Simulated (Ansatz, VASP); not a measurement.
## GaCuSe2: VASP beside Ansatz

Aim: how closely do two programs agree when they are given the same cell, functional and k mesh? The cell is taken from a series of runs on this material, whose earlier steps may have relaxed, scaled, displaced or heated it; both programs get it as it stands.

Method: plane waves, with VASP 6.6.1 beside it; single point at HSE06, in Ansatz 0.2.0.

## Step 1: The structure

It takes space group I2_12_12_1 (No. 24, orthorhombic). Conventional cell: a = 5.563 Å, b = 5.619 Å, c = 11.026 Å, α = 90.00°, β = 90.00°, γ = 90.00°. Nearest to Ga lie 4 Se at 2.43 Å. Nearest to Cu lie 4 Se at 2.39 Å. Nearest to Se lie 2 Cu at 2.39 Å and 2 Ga at 2.43 Å. Nearest to Se lie 2 Cu at 2.39 Å and 2 Ga at 2.43 Å. Farther neighbours and most contacts between anions are not listed.

## Step 2: Ansatz: single point, HSE06

Ansatz runs on its PAW soft_1 files.

With cell and atoms fixed, the geometry can't cause a difference; cores, projectors, grids and the points listed under the comparison can.

Input file input.yaml:

```yaml
crystal:
  lattice:
    - [-2.7814545, 2.80955, 5.513]
    - [2.7814545, -2.80955, 5.513]
    - [2.7814545, 2.80955, -5.513]
  atoms:
    - { symbol: Ga, position: [0.5001392664, 0.5001392664, 0.0] }
    - { symbol: Ga, position: [0.2498607336, 0.7498607336, 0.5] }
    - { symbol: Cu, position: [-0.000139669, -0.000139669, 0.0] }
    - { symbol: Cu, position: [0.750139669, 0.250139669, 0.5] }
    - { symbol: Se, position: [0.375, 0.367782622, 0.492782622] }
    - { symbol: Se, position: [0.6314370691, 0.125, 1.0064370691] }
    - { symbol: Se, position: [0.875, 0.882217378, 0.507217378] }
    - { symbol: Se, position: [0.1185629309, 0.625, -0.0064370691] }
kpoints:
  mp_grid: { grid: [4, 4, 4] }
  band_path:
    path:
      - [0.0, 0.0, 0.0]
      - [0.0, 0.0, 0.5]
      - [0.25, 0.25, 0.25]
      - [0.0, 0.5, 0.0]
      - [0.5, 0.5, -0.5]
      - [0.31492883, 0.68507117, -0.31492883]
      - [-0.31492883, 0.31492883, 0.31492883]
      - [-0.12985765, 0.12985765, 0.5]
    npoints: 1
hamiltonian:
  xc: hse06
  pseudopotentials: { kind: paw, azcp: { folder: soft_1 } }
scf:
  occupations: { method: fixed }
  n_extra_bands: 6
output:
  eigenvalues: true
  write_density: true
  write_potential: true
  elf: true
  volumetric_format: npy
```

Command:

```sh
ansatz run input.yaml --threads 3 --pin off --max-ram 92160MiB --backend cuda --events-out ev --progress --plain --runs-dir out --devices 1 --max-vram 13GiB
```

Numbers of over 12 decimals in the logs are rounded to 6 here.

The program printed:

```text
scf.n_extra_bands = 6 over 64 filled bands (N_el = 128.0): the run solves 70 bands
GPUs: using 1 of 1 available (devices: 1).
Engine: ansatz 0.2.0, x86_64-unknown-linux-gnu
Pseudopotentials: kind: paw
Pseudopotential: Ga, paw, valence charge 13, recommended cutoff 420 eV (normal), soft_1/Ga.paw.azcp
Pseudopotential: Cu, paw, valence charge 19, recommended cutoff 420 eV (normal), soft_1/Cu.paw.azcp
Pseudopotential: Se, paw, valence charge 16, recommended cutoff 420 eV (normal), soft_1/Se.paw.azcp
Functional definition: HSE06
  parameter a = 0.25
  parameter omega = 0.11/bohr
  exchange = pbe_x - a*pbe_x_sr(omega) + a*exact_x_sr(omega)
  correlation = pbe_c
davidson cushion auto → on  (no smearing: the cushion is to keep the highest requested band from converging to the state above it; pin scf.eigensolver.cushion to override)
device memory: the entry about to start is reckoned to put 4.3 GiB on a device that reports 34.8 GiB free (of which the cap on the GPU budget leaves the run 13.0 GiB)
GPU FFT provider: cuFFT
GPU libraries: cuBLAS 13.8.2, cuFFT 12.4.0, cuSOLVER 12.3.4
Crystal: 8 atoms, lattice volume = 172.328 Å³
Basis set: ecut = 420 eV, 3411 PW (Γ)
Bands: 70, of which v1, the nominal top of the filled ones, is band 64 counted from 1 (63 counted from 0)
Symmetry: 4 space group operations
Space group: I212121 (ITA 24), of the structure as read, at distance tolerance 5.6e-5 Å
k-points: 18 of 64 (time reversal used)
Non-local potential: Ga, projectors of the file, l = 0: 2, l = 1: 2, l = 2: 3, l = 3: 1
Non-local potential: Cu, projectors of the file, l = 0: 3, l = 1: 2, l = 2: 3, l = 3: 1
Non-local potential: Se, projectors of the file, l = 0: 2, l = 1: 2, l = 2: 3, l = 3: 1
PAW form: soft (Blöchl's): semilocal exchange-correlation on the pseudo side does not see the compensation charge
PAW frozen core: Ga, regenerated for the run's functional, and the local potential with it (the file was generated under x = pbe(κ = 0.804, μ = 0.219515), c = pbe(β = 0.066725))
PAW frozen core: Cu, regenerated for the run's functional, and the local potential with it (the file was generated under x = pbe(κ = 0.804, μ = 0.219515), c = pbe(β = 0.066725))
PAW frozen core: Se, regenerated for the run's functional, and the local potential with it (the file was generated under x = pbe(κ = 0.804, μ = 0.219515), c = pbe(β = 0.066725))
PAW one-centre angular grid: Ga, 590 points (default); XC on 64 Gauss nodes
PAW one-centre angular grid: Cu, 590 points (default); XC on 64 Gauss nodes
PAW one-centre angular grid: Se, 590 points (default); XC on 64 Gauss nodes
Initial density: superposition of atomic densities (chi_scale 0.1, normalization cell, long waves kept (reshape's long-wave potential 0.00 eV rms))
Initial wavefunctions: pseudopotential atomic-orbital guess
GPU buffer pool allocated for 110592 grid points (all kernels)
GPU transforms: local potential and band sums: pruned to the plane-wave sphere, on 45×45×45
Functional: x = pbe(κ = 0.804, μ = 0.219515), c = pbe(β = 0.066725), warm-up for x = pbe(κ = 0.804, μ = 0.219515) + 0.25 (exact − pbe) at short range (hse, ω = 0.207870 Å⁻¹), c = pbe(β = 0.066725); HSE06 as pw.x's `hse` composes it (authors' and Libxc's form: `xc: wpbeh`)
SCF iter   1: F=—  HF=-42697.058469 eV  |F-HF|=—  |Δ(HF+E_count)|=         —  Δρ=5.96e-2  dr2=4.23e0  ethr=1.00e-1  ⟨swp⟩=5.2  Hψ=3281  notcnv=0
preconditioner: auto → none  [insulator: Δε(μ)=0.468 eV  Ē_g=11.442 eV  n_scr=60 (ndim 8)  ℏωp=24.0 eV  f_vac=0.049]
SCF iter   2: F=—  HF=-42698.130951 eV  |F-HF|=—  |Δ(HF+E_count)|=    1.07e0  Δρ=1.10e-1  dr2=1.43e1  ethr=3.31e-3  ⟨swp⟩=4.7  Hψ=3956  notcnv=0  defer=1
SCF iter   3: F=—  HF=-42696.986459 eV  |F-HF|=—  |Δ(HF+E_count)|=    1.14e0  Δρ=3.91e-2  dr2=2.19e0  ethr=3.31e-3  ⟨swp⟩=4.0  Hψ=3500  notcnv=0
iter 4 solved again at ethr=1.19e-4 eV; its pass at ethr=1.71e-3 eV (dr2=1.53e-1 eV) is discarded
SCF iter   4: F=—  HF=-42696.532500 eV  |F-HF|=—  |Δ(HF+E_count)|=   4.54e-1  Δρ=1.11e-2  dr2=1.57e-1  ethr=1.19e-4  ⟨swp⟩=2.2  Hψ=5749  notcnv=0
SCF iter   5: F=—  HF=-42696.503199 eV  |F-HF|=—  |Δ(HF+E_count)|=   2.93e-2  Δρ=2.82e-3  dr2=7.06e-3  ethr=1.19e-4  ⟨swp⟩=3.0  Hψ=3130  notcnv=0
SCF iter   6: F=—  HF=-42696.503969 eV  |F-HF|=—  |Δ(HF+E_count)|=   7.69e-4  Δρ=1.58e-3  dr2=3.16e-3  ethr=5.51e-6  ⟨swp⟩=4.0  Hψ=3783  notcnv=0
SCF iter   7: F=—  HF=-42696.503674 eV  |F-HF|=—  |Δ(HF+E_count)|=   2.95e-4  Δρ=6.04e-4  dr2=3.72e-4  ethr=2.47e-6  ⟨swp⟩=2.6  Hψ=2786  notcnv=0
SCF iter   8: F=—  HF=-42696.503658 eV  |F-HF|=—  |Δ(HF+E_count)|=   1.56e-5  Δρ=1.65e-4  dr2=3.62e-5  ethr=2.90e-7  ⟨swp⟩=3.0  Hψ=3008  notcnv=0
SCF iter   9: F=-42696.503654 eV  HF=-42696.503655 eV  |F-HF|=1.18e-6  |Δ(HF+E_count)|=   3.06e-6  Δρ=3.05e-5  dr2=1.08e-6  ethr=2.83e-8  ⟨swp⟩=3.8  Hψ=3047  notcnv=0
SCF 1 stopped early in 9 iterations: F = -42696.503654 eV  dr2 = 1.08e-6
  greatest PAW one-centre occupation: 1.000 electrons in one spin orbital (limit 2), on the Se atom at site 5 (counted from 0), in its partial waves of l = 2
device memory: the entry about to start is reckoned to put 5.1 GiB (of the 5.2 GiB reckoned in all, the device holds 0.1 GiB already) on a device that reports 35.9 GiB free (of which the cap on the GPU budget leaves the run 12.9 GiB)
GPU FFT provider: cuFFT
GPU libraries: cuBLAS 13.8.2, cuFFT 12.4.0, cuSOLVER 12.3.4
Initial density: handed on by an earlier stage of this run
Initial wavefunctions: those handed on with the density
GPU buffer pool allocated for 110592 grid points (all kernels)
GPU transforms: local potential and band sums: pruned to the plane-wave sphere, on 45×45×45
Functional: x = pbe(κ = 0.804, μ = 0.219515) + 0.25 (exact − pbe) at short range (hse, ω = 0.207870 Å⁻¹), c = pbe(β = 0.066725); HSE06 as pw.x's `hse` composes it (authors' and Libxc's form: `xc: wpbeh`)
Exchange kernel: α = 0.2500, screened, ω = 0.2079 Å⁻¹, Wigner–Seitz truncation, v(0) = 1046.6281 eV·Å³, q-mesh 4×4×4, nearest image of the exchange supercell L = 22.25 Å, pair-density grid 24×24×24, without the augmentation charges, whose exchange is taken in its separable form by FFT convolution over the k-point mesh (sized by the pseudopotential files, 40×40×30 at the most), smooth part of the exact exchange by density-matrix convolution in up to 6.45 GiB of GPU memory as planned if the GPU has room (build and FFT work areas not counted)
Frozen-core exchange: fock
[...]
preconditioner: auto → none  [insulator: Δε(μ)=1.538 eV  Ē_g=13.126 eV  n_scr=60 (ndim 8)  ℏωp=24.0 eV  f_vac=0.120]
[...]
SCF iter   5: F=—  HF=-42702.274054 eV  |F-HF|=—  |Δ(HF+E_count)|=   6.04e-3  Δρ=3.90e-4  dr2=5.85e-4  ethr=8.43e-9  ⟨swp⟩=5.0  Hψ=5672  notcnv=0
SCF iter   6: F=—  HF=-42702.276612 eV  |F-HF|=—  |Δ(HF+E_count)|=   2.56e-3  Δρ=7.91e-4  dr2=8.44e-4  ethr=8.43e-9  ⟨swp⟩=5.0  Hψ=5255  notcnv=0
SCF iter   7: F=—  HF=-42702.276495 eV  |F-HF|=—  |Δ(HF+E_count)|=   1.17e-4  Δρ=5.75e-4  dr2=4.65e-4  ethr=8.43e-9  ⟨swp⟩=4.0  Hψ=4277  notcnv=0
SCF iter   8: F=—  HF=-42702.276418 eV  |F-HF|=—  |Δ(HF+E_count)|=   7.64e-5  Δρ=2.48e-4  dr2=9.79e-5  ethr=8.43e-9  ⟨swp⟩=4.0  Hψ=3753  notcnv=0
SCF iter   9: F=-42702.276399 eV  HF=-42702.276399 eV  |F-HF|=7.07e-8  |Δ(HF+E_count)|=   1.88e-5  Δρ=3.78e-6  dr2=1.18e-5  ethr=8.43e-9  ⟨swp⟩=4.0  Hψ=3606  notcnv=0
SCF 2 stopped early in 9 iterations: F = -42702.276399 eV  dr2 = 1.18e-5
  greatest PAW one-centre occupation: 1.000 electrons in one spin orbital (limit 2), on the Cu atom at site 3 (counted from 0), in its partial waves of l = 0
hybrid outer 1: dexx = +6.633e-2 eV, tail = 7.04e-4 eV
GPU FFT provider: cuFFT
GPU libraries: cuBLAS 13.8.2, cuFFT 12.4.0, cuSOLVER 12.3.4
GPU buffer pool allocated for 110592 grid points (all kernels)
GPU transforms: local potential and band sums: pruned to the plane-wave sphere, on 45×45×45
Exchange kernel: α = 0.2500, screened, ω = 0.2079 Å⁻¹, Wigner–Seitz truncation, v(0) = 1046.6281 eV·Å³, q-mesh 4×4×4, nearest image of the exchange supercell L = 22.25 Å, pair-density grid 24×24×24, without the augmentation charges, whose exchange is taken in its separable form by FFT convolution over the k-point mesh (sized by the pseudopotential files, 40×40×30 at the most), smooth part of the exact exchange by density-matrix convolution in up to 6.45 GiB of GPU memory as planned if the GPU has room (build and FFT work areas not counted)
Frozen-core exchange: fock
SCF iter   1: F=—  HF=-42702.275496 eV  |F-HF|=—  |Δ(HF+E_count)|=         —  Δρ=1.65e-4  dr2=4.18e-5  ethr=2.75e-6  ⟨swp⟩=3.3  Hψ=2911  notcnv=0
preconditioner: auto → none  [insulator: Δε(μ)=1.344 eV  Ē_g=12.846 eV  n_scr=60 (ndim 8)  ℏωp=24.0 eV  f_vac=0.126]
iter 2 solved again at ethr=1.06e-9 eV; its pass at ethr=2.53e-8 eV (dr2=1.36e-6 eV) is discarded
SCF iter   2: F=—  HF=-42702.275497 eV  |F-HF|=—  |Δ(HF+E_count)|=   7.40e-7  Δρ=4.18e-5  dr2=2.46e-6  ethr=1.06e-9  ⟨swp⟩=2.0  Hψ=7239  notcnv=0
SCF iter   3: F=—  HF=-42702.275504 eV  |F-HF|=—  |Δ(HF+E_count)|=   7.13e-6  Δρ=2.90e-5  dr2=1.05e-6  ethr=1.06e-9  ⟨swp⟩=4.9  Hψ=3736  notcnv=0
SCF iter   4: F=-42702.275504 eV  HF=-42702.275504 eV  |F-HF|=6.96e-9  |Δ(HF+E_count)|=   2.43e-7  Δρ=6.15e-6  dr2=5.03e-8  ethr=7.51e-10  ⟨swp⟩=3.0  Hψ=3203  notcnv=0
SCF 3 converged in 4 iterations: F = -42702.275504 eV  dr2 = 5.03e-8
hybrid outer 2: dexx = +6.641e-6 eV, tail = 4.34e-7 eV, Δε = 5.14e-3 eV (about 2.08e-4 eV left of the loop's levels)
device memory: the entry about to start is reckoned to put 1.5 GiB on a device that reports 35.6 GiB free (of which the cap on the GPU budget leaves the run 13.0 GiB)
NSCF: frozen V_eff on 8 k-points
hybrid SCF converged: 2 outer / 13 inner (+9 warm-up), last move |dexx| = 6.64e-6 eV, tail = 4.34e-7 eV
Stability not checked: this state was not tested for a lower state beside it, because the functional holds exact exchange (a hybrid, or Hartree-Fock), whose exchange loop this test does not read (fock_operator; see scf.lower_state_search)
Free energy (F): -42702.275502 eV
Frozen-core exchange: fock
Harris-Foulkes:  -42702.275502 eV  (|F-HF|=6.96e-9)
Internal energy: -42702.275502 eV  (E = F + TS)
E sigma→0 (E₀):  -42702.275502 eV
Fermi energy:    7.970801 eV
--- Per-component energies (eV) ---
  E_band       = -3011.433488
  E_kinetic    = 1184.844915
  E_local      = -25716.756609  (includes V_loc(G=0)·N_el)
  E_nonlocal   = 214.402107
  E_hartree    = 12738.238726
  E_xc         = -486.474083
  E_vxc        = -519.671796  (∫ρ·V_xc dr)
  E_exx        = -588.614068  (= α·E_x^exact, valence–valence)
  E_paw        = -15693.270266  (= ΣΔE_a)
  E_vpaw       = -2473.502471  (= ΣTr[D̂ρ^β])
  E_aug_tail   = 0.000035  (compensation charges beyond the density's cutoff)
  E_ewald      = -14350.136345
  E_core_change = -4.509914  (= ΣΔE_core)
  E_smearing   = -0.000000  (= −TS)
  E_closure    = -0.000000  (closes the sum)
  Σ components = -42702.275502   (vs F -42702.275502, Δ=0.00e0)
--- Band table (eV; the first three rows and the last of 18) ---
  k-point 0: bands = [... 60 lower, 5.8156, 7.8494, 7.8883, 7.9708, 9.3177, 10.7550, 11.1458, 13.0252, ... 2 higher]
  k-point 1: bands = [... 60 lower, 6.2568, 6.3235, 7.1564, 7.6726, 10.7116, 11.1267, 12.2802, 12.7168, ... 2 higher]
  k-point 2: bands = [... 60 lower, 6.9198, 6.9371, 7.3214, 7.3473, 10.1396, 10.1425, 12.5153, 12.5223, ... 2 higher]
  k-point 17: bands = [... 60 lower, 6.4489, 6.4890, 6.7655, 6.8117, 10.6968, 10.7308, 10.7611, 10.8165, ... 2 higher]
```

In the SCF lines HF is the Harris–Foulkes energy and dr2 the Hartree energy of the density residual, in eV; the loop may stop once dr2 is under the threshold and the program's other checks hold. Hψ counts applications of the Hamiltonian.

(Part 1 of 2 ends here.)

[Lines on the potential files, build, host, timing and source positions are cut from VASP's logs without a mark.]

[Logs are printed without paths, hosts, clocks, repeated set-up lines and the standing remarks that a program may print on its own settings, such as how far it seeks lower states.]

[Hosts, paths, dates, database ids (printed as entryN), source tags and the programs' standing remarks are cut or masked in the printed files.]
